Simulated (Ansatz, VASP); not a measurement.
# Ge (germanene, 2 layers, AB stacking): VASP beside Ansatz

Aim: how closely do two programs agree when they are given the same cell, functional and k mesh? The structure shown is the start of the Ansatz relaxation below; VASP solves that cell, so the two are compared at the walk's first step.

Calculated with Ansatz 0.2.0; plane waves, with VASP 6.6.1 beside it; single point at PBE with D3(BJ).

## Step 1: The structure

The cell holds 4 atoms: 4 Ge. Cell: a = 4.060 Å, b = 4.060 Å, c = 20.680 Å, α = 90.0°, β = 90.0°, γ = 120.0°. Vacuum lies along c.

## Step 2: Ansatz: relaxation, PBE with D3(BJ)

Ansatz runs on its default PAW (the set named soft_2) files.

The two programs are compared at the cell with which this relaxation starts, whose forces are those of its first step.

input.yaml reads:

```yaml
crystal:
  lattice:
    - [4.06, 0.0, 0.0]
    - [-2.03, 3.5160631394, 0.0]
    - [0.0, 0.0, 20.68]
  atoms:
    - { symbol: Ge, position: [0.6666666667, 0.3333333333, 0.3868471954] }
    - { symbol: Ge, position: [0.3333333333, 0.6666666667, 0.420212766] }
    - { symbol: Ge, position: [0.0, 0.0, 0.579787234] }
    - { symbol: Ge, position: [0.6666666667, 0.3333333333, 0.6131528046] }
kpoints:
  mp_grid: { grid: [12, 12, 1] }
hamiltonian:
  xc: pbe
  dispersion: d3bj
scf:
  occupations: { method: fermi_dirac, width: 0.05 }
  convergence: { dr2_threshold: 1.0e-08 }
efield:
  axis: 3
  dipole_correction: true
  ramp_position: 0.97
  ramp_width: 0.04
relax:
  f_tol: 0.01
  cell: { fix: [c, alpha, beta] }
output:
  write_potential: true
  write_density: true
  volumetric_format: npy
```

Run with:

```console
> ansatz run input.yaml --threads 4 --pin off --max-ram 8192MiB --backend cpu --events-out ev --progress --plain --runs-dir out
```

Numbers of over 12 decimals in the logs are rounded to 6 here.

The log of the run:

```text
Warning: relax.cell: scf.convergence.dr2_threshold = 1e-8 eV is looser than the 4e-10 eV advised for a relaxation that steers and ends on the stress (1e-10 eV for each atom of the cell: 4). What an SCF threshold leaves in a stress goes as its square root, and in the free energy as the threshold itself, and one threshold admits the most on a small cell: [figures from the program's tests cut] Set scf.convergence.dr2_threshold to 4e-10 eV or tighter. The threshold is an SCF's pass mark: one that does not reach it within its budget of iterations ends unconverged, or closes short of it on a stop that the run arms, and scf.convergence.dr2_threshold's page says what that costs each kind of run
Engine: ansatz 0.2.0, aarch64-unknown-linux-gnu
Pseudopotentials: kind: paw
Pseudopotential: Ge, paw, valence charge 14, recommended cutoff 420 eV (normal), Ge.paw.azcp
Functional definition: PBE
  parameter kappa = 0.804
  parameter beta = 0.066725
  exchange = pbe_x(kappa = kappa, mu = beta*pi^2/3)
  correlation = pbe_c(beta = beta)
Crystal: 4 atoms, lattice volume = 295.211 Å³
Basis set: ecut = 420 eV, 5805 PW (Γ), exchange–correlation on 60×60×288 points (8 copies of the dense FFT grid, shifted against one another)
Bands: 34, of which v1, the nominal top of the filled ones, is band 28 counted from 1 (27 counted from 0)
Symmetry: 6 space group operations
k-points: 19 of 144 (time reversal used)
Non-local potential: Ge, projectors of the file, l = 0: 2, l = 1: 2, l = 2: 3, l = 3: 1
PAW form: soft (Blöchl's): semilocal exchange-correlation on the pseudo side does not see the compensation charge
PAW one-centre angular grid: Ge, 590 points (default); XC on 64 Gauss nodes
Initial density: superposition of atomic densities (neutral atoms: chi_scale 0, normalization atom), corrected by the library's trained network
Initial wavefunctions: pseudopotential atomic-orbital guess
Functional: x = pbe(κ = 0.804, μ = 0.219515), c = pbe(β = 0.066725)
SCF iter   1: F=—  HF=-17178.925300 eV  |F-HF|=—  |Δ(HF+E_count)|=         —  Δρ=1.59e-3  dr2=1.22e-2  ethr=1.77e-3  p=0.000 e·Å  D=1.88e-5 V/Å  ΔV_dip=-0.00 eV  dr2_dipole=2.12e-9  V_vac-E_F(+/−)=4.50/4.50 eV  ⟨swp⟩=6.6  Hψ=2691  notcnv=0
efield: sawtooth ramp at fractional position 0.9700 (set: `efield.ramp_position`, or a place that a band, a saddle search or an elastic batch's reference lends), width 0.0400; the density the first Hamiltonian is built on has a dipole p = 0.000 e·Å; the dipole correction subtracts the counter field D = 1.88e-5 V/Å, which shifts the + side's vacuum level by -0.00 eV against the − side's; the planar-averaged density in the ramp window peaks in size at 1.1e-5 e/Å³
preconditioner: auto → LDOS  [insulator: Δε(μ)=0.308 eV  Ē_g=21.788 eV  σ=0.050 eV  W_gap=0.56  n_scr=54 (ndim 8)  ℏωp=16.2 eV  f_vac=0.604  D(μ)=0.35/eV (n_scr^D=2)  ε∞_Penn≈1.6  β→1.0]
SCF iter   2: F=—  HF=-17178.928399 eV  |F-HF|=—  |Δ(HF+E_count)|=   3.10e-3  Δρ=1.44e-3  dr2=2.85e-2  ethr=2.18e-5  p=0.000 e·Å  D=2.97e-5 V/Å  ΔV_dip=-0.00 eV  dr2_dipole=6.14e-8  V_vac-E_F(+/−)=4.48/4.48 eV  ⟨swp⟩=2.2  Hψ=1432  notcnv=0  defer=15
SCF iter   3: F=—  HF=-17178.924616 eV  |F-HF|=—  |Δ(HF+E_count)|=   3.78e-3  Δρ=6.53e-4  dr2=8.81e-3  ethr=2.18e-5  p=-0.000 e·Å  D=-1.56e-5 V/Å  ΔV_dip=0.00 eV  dr2_dipole=2.00e-8  V_vac-E_F(+/−)=4.63/4.63 eV  ⟨swp⟩=3.6  Hψ=1336  notcnv=0  defer=15
SCF iter   4: F=—  HF=-17178.923306 eV  |F-HF|=—  |Δ(HF+E_count)|=   1.31e-3  Δρ=1.90e-4  dr2=5.03e-4  ethr=1.57e-5  p=-0.000 e·Å  D=-1.95e-6 V/Å  ΔV_dip=0.00 eV  dr2_dipole=1.35e-14  V_vac-E_F(+/−)=4.58/4.58 eV  ⟨swp⟩=2.0  Hψ=702  notcnv=0  defer=15
SCF iter   5: F=—  HF=-17178.923210 eV  |F-HF|=—  |Δ(HF+E_count)|=   9.58e-5  Δρ=4.30e-5  dr2=1.81e-5  ethr=8.98e-7  p=-0.000 e·Å  D=-6.65e-6 V/Å  ΔV_dip=0.00 eV  dr2_dipole=2.84e-9  V_vac-E_F(+/−)=4.56/4.56 eV  ⟨swp⟩=3.0  Hψ=1174  notcnv=0  defer=15
SCF iter   6: F=—  HF=-17178.923187 eV  |F-HF|=—  |Δ(HF+E_count)|=   2.34e-5  Δρ=7.39e-6  dr2=1.96e-7  ethr=3.23e-8  p=0.000 e·Å  D=3.43e-6 V/Å  ΔV_dip=-0.00 eV  dr2_dipole=1.80e-9  V_vac-E_F(+/−)=4.56/4.56 eV  ⟨swp⟩=3.0  Hψ=1196  notcnv=0  defer=15
SCF iter   7: F=—  HF=-17178.923224 eV  |F-HF|=—  |Δ(HF+E_count)|=   3.69e-5  Δρ=2.16e-6  dr2=1.47e-8  ethr=3.51e-10  p=-0.000 e·Å  D=-7.45e-6 V/Å  ΔV_dip=0.00 eV  dr2_dipole=3.52e-9  V_vac-E_F(+/−)=4.56/4.56 eV  ⟨swp⟩=2.0  Hψ=1172  notcnv=0  defer=15
SCF iter   8: F=—  HF=-17178.923224 eV  |F-HF|=—  |Δ(HF+E_count)|=   4.34e-8  Δρ=1.26e-6  dr2=3.01e-8  ethr=1.79e-11  p=0.000 e·Å  D=1.12e-5 V/Å  ΔV_dip=-0.00 eV  dr2_dipole=1.27e-8  V_vac-E_F(+/−)=4.56/4.56 eV  ⟨swp⟩=8.0  Hψ=3684  notcnv=0
[...]
preconditioner: auto → LDOS  [insulator: Δε(μ)=0.275 eV  Ē_g=21.888 eV  σ=0.050 eV  W_gap=0.67  n_scr=54 (ndim 8)  ℏωp=16.4 eV  f_vac=0.623  D(μ)=0.46/eV (n_scr^D=2)  ε∞_Penn≈1.6  β→1.0]
SCF iter   2: F=—  HF=-17178.979440 eV  |F-HF|=—  |Δ(HF+E_count)|=   3.91e-4  Δρ=4.36e-4  dr2=3.33e-3  ethr=2.02e-6  p=0.000 e·Å  D=3.62e-6 V/Å  ΔV_dip=-0.00 eV  dr2_dipole=2.65e-10  V_vac-E_F(+/−)=4.57/4.57 eV  ⟨swp⟩=2.3  Hψ=1261  notcnv=0  recentre
[...]
Basis set: ecut = 420 eV, 5673 PW (Γ), exchange–correlation on 54×54×288 points (8 copies of the dense FFT grid, shifted against one another)
Initial wavefunctions: pseudopotential atomic-orbital guess (no wavefunctions were taken with the density)
iter 1 solved again at ethr=1.14e-7 eV; its pass at ethr=3.10e-3 eV (dr2=6.40e-5 eV) is discarded
SCF iter   1: F=—  HF=-17178.978651 eV  |F-HF|=—  |Δ(HF+E_count)|=         —  Δρ=8.57e-6  dr2=4.23e-8  ethr=1.14e-7  p=0.000 e·Å  D=1.13e-6 V/Å  ΔV_dip=-0.00 eV  dr2_dipole=4.49e-13  V_vac-E_F(+/−)=4.60/4.60 eV  ⟨swp⟩=3.9  Hψ=4742  notcnv=0
efield: sawtooth ramp at fractional position 0.9700 (set: `efield.ramp_position`, or a place that a band, a saddle search or an elastic batch's reference lends), width 0.0400; the density the first Hamiltonian is built on has a dipole p = 0.000 e·Å; the dipole correction subtracts the counter field D = 1.13e-6 V/Å, which shifts the + side's vacuum level by -0.00 eV against the − side's; the planar-averaged density in the ramp window peaks in size at 2.8e-6 e/Å³
preconditioner: auto → LDOS  [insulator: Δε(μ)=0.270 eV  Ē_g=21.889 eV  σ=0.050 eV  W_gap=0.67  n_scr=54 (ndim 8)  ℏωp=16.4 eV  f_vac=0.623  D(μ)=0.46/eV (n_scr^D=2)  ε∞_Penn≈1.6  β→1.0]
SCF iter   2: F=—  HF=-17178.978592 eV  |F-HF|=—  |Δ(HF+E_count)|=   5.85e-5  Δρ=7.63e-6  dr2=7.63e-8  ethr=7.56e-11  p=0.000 e·Å  D=9.49e-7 V/Å  ΔV_dip=-0.00 eV  dr2_dipole=7.67e-13  V_vac-E_F(+/−)=4.60/4.60 eV  ⟨swp⟩=2.3  Hψ=1228  notcnv=0
SCF iter   3: F=—  HF=-17178.978592 eV  |F-HF|=—  |Δ(HF+E_count)|=   1.35e-7  Δρ=1.73e-6  dr2=6.82e-9  ethr=1.79e-11  p=0.000 e·Å  D=1.11e-6 V/Å  ΔV_dip=-0.00 eV  dr2_dipole=6.97e-13  V_vac-E_F(+/−)=4.60/4.60 eV  ⟨swp⟩=8.7  Hψ=4590  notcnv=0
SCF iter   4: F=-17178.978592 eV  HF=-17178.978592 eV  |F-HF|=6.84e-10  |Δ(HF+E_count)|=   1.00e-8  Δρ=2.79e-7  dr2=1.51e-10  ethr=1.22e-11  p=0.000 e·Å  D=9.73e-7 V/Å  ΔV_dip=-0.00 eV  dr2_dipole=3.23e-13  V_vac-E_F(+/−)=4.60/4.60 eV  ⟨swp⟩=8.0  Hψ=3685  notcnv=0
SCF 6 converged in 4 iterations: F = -17178.978592 eV  dr2 = 1.51e-10
relax step   6: F+E_penalty+E_count = -17178.97859190 eV  Δ(F+E_penalty+E_count) = +3.626e-4 eV  max|allowed force component| = 7.847e-3 eV/Å  Δτ_max = 0.0000 Å  P = -0.002 GPa  Ω = 287.783 Å³  fix = [c, alpha, beta]  reactions: c +0.010 GPa  stress off target by 8.07e-3 GPa on what of the cell is left free  SCF on the basis re-selected at this cell (its energy is not comparable with the rows above)  (4 SCF iters)
basis re-selected at this cell: Δ(F+E_penalty+E_count) = +3.626e-4 eV, ΔP = +0.000 GPa vs the last step (what re-selecting the basis moved, of the pressure what is left beyond the Pulay correction that the steps carried, after the strain that the cell walked since its last selection, with what the two solves' SCF thresholds leave and, on support functions, any second-order correction that the steps lacked; it is no measure of the basis error at this ecutwfc). The dense FFT grid was sized anew with the basis: this SCF ran on 27×27×144 points, the steps before it on 30×30×144, so part of this shift can come from that change (see relax.cell in the input reference). [rest of the remark cut]
SCF converged after 4 iterations
Free energy (F): -17178.978592 eV
Harris-Foulkes:  -17178.978592 eV  (|F-HF|=6.84e-10)
Internal energy: -17178.974309 eV  (E = F + TS)
E sigma→0 (E₀):  -17178.976451 eV
Entropy (-TS):   -0.004283 eV (-1.071 meV/atom)
Fermi energy:    -0.599863 eV
Dipole field:    D = 0.000002 V/Å  (p = 0.000003 e·Å, saw-weighted, corrected)
Work function:   Φ+ = 4.6037 eV   Φ− = 4.6038 eV
Levels:          The Fermi level and band energies are counted from a zero that moves with the ramp; work functions are not
--- Per-component energies (eV) ---
  E_band       = -1079.713651
  E_kinetic    = 441.010651
  E_local      = -43457.362891  (includes V_loc(G=0)·N_el)
  E_nonlocal   = 1668.445598
  E_hartree    = 20881.667422
  E_xc         = -299.714029
  E_vxc        = -254.593323  (∫ρ·V_xc dr)
  E_paw        = -8073.316729  (= ΣΔE_a)
  E_vpaw       = -1240.548504  (= ΣTr[D̂ρ^β])
  E_aug_tail   = 0.001250  (compensation charges beyond the density's cutoff)
  E_efield     = 0.000000  (sawtooth field / dipole correction)
  E_vefield    = -0.000019  (∫n·V_field dr)
  E_ewald      = 11661.247151
  E_disp       = -0.952733  (pairwise vdW)
  E_smearing   = -0.004283  (= −TS)
  E_closure    = -0.000000  (closes the sum)
  Σ components = -17178.978592   (vs F -17178.978592, Δ=0.00e0)
--- Forces (eV/Å), atoms counted from 1 ---
  atom   1  Ge    -0.00000000     0.00000000    -0.00784727
  atom   2  Ge     0.00000000    -0.00000000     0.00320881
  atom   3  Ge     0.00000000     0.00000000    -0.00320917
  atom   4  Ge     0.00000000     0.00000000     0.00784720
  max |Σ_I F_I| component: 4.26e-7 eV/Å
--- Stress (GPa, compression-positive) ---
       -0.008067      -0.000000       0.000000
       -0.000000      -0.008067       0.000000
        0.000000       0.000000       0.009545
  P = ⅓ Tr σ = -0.0022 GPa (-0.022 kbar)
--- Band table (eV; the first three rows and the last of 19) ---
  k-point 0: bands = [... 24 lower, -0.8714, -0.8714, -0.8317, -0.8317, 0.0787, 0.5262, 1.5926, 3.0609, ... 2 higher]
  k-point 1: bands = [... 24 lower, -1.8804, -1.4046, -1.1194, -0.9095, 0.9732, 1.2524, 1.6132, 2.7448, ... 2 higher]
  k-point 2: bands = [... 24 lower, -3.0017, -1.7849, -1.5558, -1.2218, 1.2765, 1.5864, 1.8806, 2.9415, ... 2 higher]
  k-point 18: bands = [... 24 lower, -4.2821, -4.2821, -1.1989, -0.6369, -0.6369, 0.0313, 4.2754, 4.2754, ... 2 higher]
--- Relaxed structure (5 steps of the walk, 4 accepted, 1 SCFs on fresh bases) ---
  F+E_penalty+E_count = -17178.97859190 eV   max|allowed force component| = 7.847e-3 eV/Å   (the final SCF, on the basis selected at the relaxed cell)
  cell:  # Å, volume = 287.7831 Å³
    - [4.008594, -1.902409919250953e-18, 0]
    - [-2.004297, 3.471544, 0]
    - [0, 0, 20.68]
  atoms:
    - { symbol: Ge, position: [0.666667, 0.333333, 0.396578] }
    - { symbol: Ge, position: [0.333333, 0.666667, 0.432086] }
    - { symbol: Ge, position: [-2.089149816156037e-17, -1.8503717076008884e-17, 0.567914] }
    - { symbol: Ge, position: [0.666667, 0.333333, 0.603422] }
```

In the SCF lines HF is the Harris–Foulkes energy and dr2 the Hartree energy of the density residual, in eV; the loop may stop once dr2 is under the threshold and the program's other checks hold. Hψ counts applications of the Hamiltonian.

## Step 3: VASP: single point, PBE with D3(BJ), start cell

The same cell, functional, mesh and smearing now go to VASP, with its own data sets.

Lines of VASP's logs that name or quote its potential files are left out, and so is its time.

INCAR reads:

```
SYSTEM = Ge
PREC = Accurate
ENCUT = 410
EDIFF = 1E-06
NELM = 120
ISMEAR = -1
SIGMA = 0.05
LREAL = .FALSE.
ALGO = Normal
GGA = PE
IVDW = 12
NBANDS = 34
LORBIT = 11
LWAVE = .FALSE.
LCHARG = .FALSE.
ISIF = 2
LDIPOL = .TRUE.
IDIPOL = 3
DIPOL = 0.5 0.5 0.5
LVHAR = .TRUE.
LASPH = .TRUE.
GGA_COMPAT = .FALSE.
NELMDL = -8
```

POSCAR reads:

```
Ge
1.0
    4.0600000000      0.0000000000      0.0000000000
   -2.0300000000      3.5160630000      0.0000000000
    0.0000000000      0.0000000000     20.6800000000
Ge
4
Direct
    0.6666666667      0.3333333333      0.3868471954
    0.3333333333      0.6666666667      0.4202127660
    0.0000000000      0.0000000000      0.5797872340
    0.6666666667      0.3333333333      0.6131528046
```

KPOINTS reads:

```
Automatic mesh
0
Gamma
12 12 1
0 0 0
```

Potentials, in the order of the species: Ge_d (PBE family, release 64).

Run with:

```console
> mpirun -np 1 vasp_std
```

The log of the run:

```text
[banner, memory and clock lines left out]
running    1 mpi-ranks, on    1 nodes
 distrk:  each k-point on    1 cores,    1 groups
 distr:  one band on    1 cores,    1 groups

 POSCAR found type information on POSCAR Ge
 POSCAR found :  1 types and       4 ions
 LDA part: xc-table for (Slater+PW92), standard interpolation
 POSCAR, INCAR and KPOINTS ok, starting setup
 FFT: planning ... GRIDC
 FFT: planning ... GRID_SOFT
 FFT: planning ... GRID
 WAVECAR not read
 entering main loop
       N       E                     dE             d eps       ncg     rms          rms(c)
DAV:   1     0.424845227631E+03    0.42485E+03   -0.27581E+04  1550   0.239E+03
DAV:   2     0.458213761543E+02   -0.37902E+03   -0.37361E+03  1580   0.536E+02
DAV:   3    -0.137826368237E+02   -0.59604E+02   -0.59079E+02  1878   0.175E+02
DAV:   4    -0.163172556949E+02   -0.25346E+01   -0.25318E+01  1454   0.442E+01
DAV:   5    -0.164440194943E+02   -0.12676E+00   -0.12675E+00  1950   0.969E+00
DAV:   6    -0.164468035515E+02   -0.27841E-02   -0.27840E-02  1862   0.114E+00
DAV:   7    -0.164468770976E+02   -0.73546E-04   -0.73546E-04  1992   0.191E-01
DAV:   8    -0.164468801341E+02   -0.30364E-05   -0.30363E-05  1814   0.342E-02    0.392E+00
DAV:   9    -0.162835062181E+02    0.16337E+00   -0.82243E-02  1434   0.669E+00    0.233E+00
DAV:  10    -0.161867533180E+02    0.96753E-01   -0.25118E-01  1546   0.524E+00    0.222E-01
DAV:  11    -0.161918306916E+02   -0.50774E-02   -0.56153E-02  1488   0.283E+00    0.182E-01
DAV:  12    -0.161911390243E+02    0.69167E-03   -0.37406E-03  1606   0.108E+00    0.112E-01
DAV:  13    -0.161900311138E+02    0.11079E-02   -0.17840E-03  1498   0.206E+00    0.331E-02
DAV:  14    -0.161896660748E+02    0.36504E-03   -0.60183E-04  2022   0.935E-01    0.312E-02
[...]
DAV:  19    -0.161902223776E+02   -0.36131E-04   -0.18606E-05  1526   0.210E-01    0.304E-03
DAV:  20    -0.161902502387E+02   -0.27861E-04   -0.98074E-06  1076   0.942E-02    0.120E-03
DAV:  21    -0.161902873578E+02   -0.37119E-04   -0.24025E-06  1032   0.116E-02    0.919E-04
DAV:  22    -0.161903261056E+02   -0.38748E-04   -0.27459E-06   930   0.235E-02    0.810E-04
DAV:  23    -0.161903348310E+02   -0.87254E-05   -0.42562E-07  1052   0.225E-02    0.338E-04
DAV:  24    -0.161903439268E+02   -0.90958E-05   -0.77260E-07   942   0.589E-03    0.258E-04
DAV:  25    -0.161903454176E+02   -0.14908E-05   -0.18912E-07  1014   0.801E-03    0.159E-04
DAV:  26    -0.161903458770E+02   -0.45945E-06   -0.49009E-08   906   0.326E-03
   1 F= -.17056707E+02 E0= -.17055300E+02  d E =-.281477E-02
```

[end of part 1 of 2]

[Lines on the potential files, build, host, timing and source positions are cut from VASP's logs without a mark.]

[Logs are printed without paths, hosts, clocks, repeated set-up lines and the standing remarks that a program may print on its own settings, such as how far it seeks lower states.]

[Hosts, paths, dates, database ids (printed as entryN), source tags and the programs' standing remarks are cut or masked in the printed files.]
